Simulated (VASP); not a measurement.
All values below come from r2SCAN meta-GGA, VASP's PBE PAW potentials (set 64) (plane waves; VASP).

The input files of a VASP run:

File KPOINTS_OPT:
```
k-points along high-symmetry lines
6
Line-mode
Reciprocal
  0.000000   0.000000   0.000000 ! GAMMA
  0.500000   0.000000   0.000000 ! M

  0.500000   0.000000   0.000000 ! M
  0.333333   0.333333   0.000000 ! K

  0.333333   0.333333   0.000000 ! K
  0.000000   0.000000   0.000000 ! GAMMA

  0.000000   0.000000   0.000000 ! GAMMA
  0.000000   0.000000   0.500000 ! A

  0.000000   0.000000   0.500000 ! A
  0.500000   0.000000   0.500000 ! L

  0.500000   0.000000   0.500000 ! L
  0.333333   0.333333   0.500000 ! H

  0.333333   0.333333   0.500000 ! H
  0.000000   0.000000   0.500000 ! A

  0.500000   0.000000   0.500000 ! L
  0.500000   0.000000   0.000000 ! M

  0.333333   0.333333   0.500000 ! H
  0.333333   0.333333   0.000000 ! K
```

### POSCAR
```
Ca2H3Br
1.0
  3.8940588766   0.0000000000   0.0000000000
 -1.9470294383   3.3723537230   0.0000000000
  0.0000000000   0.0000000000   6.8376562095
Ca H Br
2 3 1
Direct
  0.6666670000   0.3333330000   0.1855705559
  0.3333330000   0.6666670000   0.8144294441
  0.6666670000   0.3333330000   0.8504509859
  0.3333330000   0.6666670000   0.1495490141
  0.0000000000   0.0000000000   0.0000000000
  0.0000000000   0.0000000000   0.5000000000
```

### KPOINTS
```
Automatic mesh
0
Gamma
7 7 4
0 0 0
```

### INCAR
```
# general
SYSTEM   =  Ca2H3Br
PREC     =  Accurate
ENCUT    =  400
LREAL    =  .FALSE.
LASPH    =  .TRUE.

# electronic loop
EDIFF    =  1E-7
NELM     =  100
ALGO     =  Normal
LMAXMIX  =  4
LMIXTAU  =  .TRUE.

# smearing
ISMEAR   =  -5

# functional
METAGGA  =  R2SCAN

# ions
ISIF     =  2

# output
LWAVE    =  .FALSE.
LCHARG   =  .FALSE.
LORBIT   =  11
NEDOS    =  601

# other
LEFG     =  .TRUE.
```

POTCAR, in this order: Ca_sv H Br (PBE.64 set). Program: vasp_std.

Output

File OUTCAR:
```
 ion  position               nearest neighbor table
   1  0.667  0.333  0.186-
   2  0.333  0.667  0.814-
   3  0.667  0.333  0.850-
   4  0.333  0.667  0.150-
   5  0.000  0.000  0.000-
   6  0.000  0.000  0.500-
  LATTYP: Found a hexagonal cell.
 ALAT       =     3.8940588766
 C/A-ratio  =     1.7559200891
 Subroutine PRICEL returns:
 Original cell was already a primitive cell.
 Subroutine GETGRP returns: Found 12 space group operations
The static configuration has the point symmetry D_3d.
The dynamic configuration has the point symmetry D_3d.
 Subroutine INISYM returns: Found 12 space group operations
 Subroutine IBZKPT returns following result:
 Found     28 irreducible k-points:

 Following reciprocal coordinates:
            Coordinates               Weight
  0.000000  0.000000  0.000000      1.000000
  0.142857 -0.000000  0.000000      6.000000
  0.285714 -0.000000  0.000000      6.000000
  0.428571  0.000000  0.000000      6.000000
...
```

**OSZICAR**
```
       N       E                     dE             d eps       ncg     rms          rms(c)
DAV:   1     0.195163584175E+03    0.19516E+03   -0.12997E+04  1072   0.123E+03
DAV:   2    -0.327259526409E+02   -0.22789E+03   -0.22351E+03  1213   0.365E+02
DAV:   3    -0.501965162518E+02   -0.17471E+02   -0.17388E+02  1872   0.784E+01
DAV:   4    -0.509310212116E+02   -0.73450E+00   -0.73296E+00  1581   0.156E+01
DAV:   5    -0.509582349557E+02   -0.27214E-01   -0.27208E-01  1716   0.215E+00    0.689E+00
DAV:   6    -0.466651180084E+02    0.42931E+01   -0.34708E+00  1512   0.175E+01    0.464E+00
DAV:   7    -0.425628766281E+02    0.41022E+01   -0.31966E+00  1301   0.136E+01    0.107E+00
DAV:   8    -0.453279160581E+02   -0.27650E+01   -0.15579E+00  1346   0.993E+00    0.780E-01
DAV:   9    -0.438913816332E+02    0.14365E+01   -0.54070E-01  1117   0.695E+00    0.600E-01
DAV:  10    -0.446549079241E+02   -0.76353E+00   -0.64769E-01  1136   0.787E+00    0.317E-01
DAV:  11    -0.440223769724E+02    0.63253E+00   -0.38333E-01  1109   0.639E+00    0.140E-01
DAV:  12    -0.441896658588E+02   -0.16729E+00   -0.61878E-02  1235   0.248E+00    0.159E-01
DAV:  13    -0.441888766404E+02    0.78922E-03   -0.26523E-03  1604   0.475E-01    0.131E-01
DAV:  14    -0.441881870752E+02    0.68957E-03   -0.40503E-03  1409   0.526E-01    0.454E-02
DAV:  15    -0.441875622771E+02    0.62480E-03   -0.29863E-03  1184   0.540E-01    0.469E-02
DAV:  16    -0.441892730122E+02   -0.17107E-02   -0.74877E-04  1234   0.268E-01    0.343E-02
DAV:  17    -0.441899738064E+02   -0.70079E-03   -0.11403E-03  1199   0.297E-01    0.168E-02
DAV:  18    -0.441899789813E+02   -0.51749E-05   -0.36523E-05  1375   0.539E-02    0.122E-02
DAV:  19    -0.441899791214E+02   -0.14012E-06   -0.10069E-05  1463   0.311E-02    0.729E-03
DAV:  20    -0.441899709405E+02    0.81809E-05   -0.28591E-05  1399   0.450E-02    0.294E-03
DAV:  21    -0.441899814016E+02   -0.10461E-04   -0.71137E-06  1207   0.275E-02    0.214E-03
DAV:  22    -0.441899799095E+02    0.14921E-05   -0.96438E-07  1230   0.802E-03    0.173E-03
DAV:  23    -0.441899817076E+02   -0.17981E-05   -0.38863E-07  1103   0.568E-03    0.526E-04
DAV:  24    -0.441899813685E+02    0.33909E-06   -0.50322E-08   744   0.234E-03    0.225E-04
DAV:  25    -0.441899817659E+02   -0.39743E-06   -0.48665E-08   692   0.209E-03    0.188E-04
DAV:  26    -0.441899817676E+02   -0.16475E-08   -0.13227E-08   691   0.968E-04
   1 F= -.44189982E+02 E0= -.44189982E+02  d E =0.000000E+00
       N       E                     dE             ncg
       N       E                     dE             ncg
```

File OUTCAR:
```
------------------------ aborting loop because EDIFF is reached ----------------------------------------
  FORCE on cell =-STRESS in cart. coord.  units (eV):
  Direction    XX          YY          ZZ          XY          YZ          ZX
  --------------------------------------------------------------------------------------
  Total       -0.0001525     -0.0001525      0.0518292      0.0000000     -0.0000000      0.0000000
  in kB       -0.0027209     -0.0027209      0.9247873      0.0000000     -0.0000000      0.0000000
  external PRESSURE =       0.3064485 kB  Pullay stress =       0.0000000 kB
  volume of cell :       89.79
      direct lattice vectors                 reciprocal lattice vectors
     3.894058877  0.000000000  0.000000000     0.256801459  0.148264400  0.000000000
    -1.947029438  3.372353723  0.000000000     0.000000000  0.296528799  0.000000000
     0.000000000  0.000000000  6.837656210     0.000000000  0.000000000  0.146248944
 POSITION                                       TOTAL-FORCE (eV/Angst)
 -----------------------------------------------------------------------------------
      1.94703      1.12412      1.26887         0.000000      0.000000     -0.005312
     -0.00000      2.24824      5.56879         0.000000      0.000000      0.005312
      1.94703      1.12412      5.81509        -0.000000      0.000000      0.003019
     -0.00000      2.24824      1.02256         0.000000      0.000000     -0.003019
      0.00000      0.00000      0.00000        -0.000000      0.000000      0.000000
      0.00000      0.00000      3.41883        -0.000000      0.000000      0.000000
 -----------------------------------------------------------------------------------
    total drift:                                0.000000      0.000000      0.000000
  FREE ENERGIE OF THE ION-ELECTRON SYSTEM (eV)
  ---------------------------------------------------
  free  energy   TOTEN  =       -44.1899817676 eV

  energy  without entropy=      -44.1899817676  energy(sigma->0) =      -44.18998177

 total charge

# of ion       s       p       d       tot
------------------------------------------
    1        2.025   5.854   0.240   8.118
    2        2.025   5.854   0.240   8.118
    3        0.572   0.002   0.000   0.574
    4        0.572   0.002   0.000   0.574
    5        0.523   0.002   0.000   0.526
    6        1.596   3.355   0.007   4.958
--------------------------------------------------
tot          7.312  15.069   0.487  22.868
```
(Selected blocks of OUTCAR.)

The structure comes from a computed database's Ca2H3Br entry (P-3m1); how it stands against other phases isn't given here. It was relaxed first.
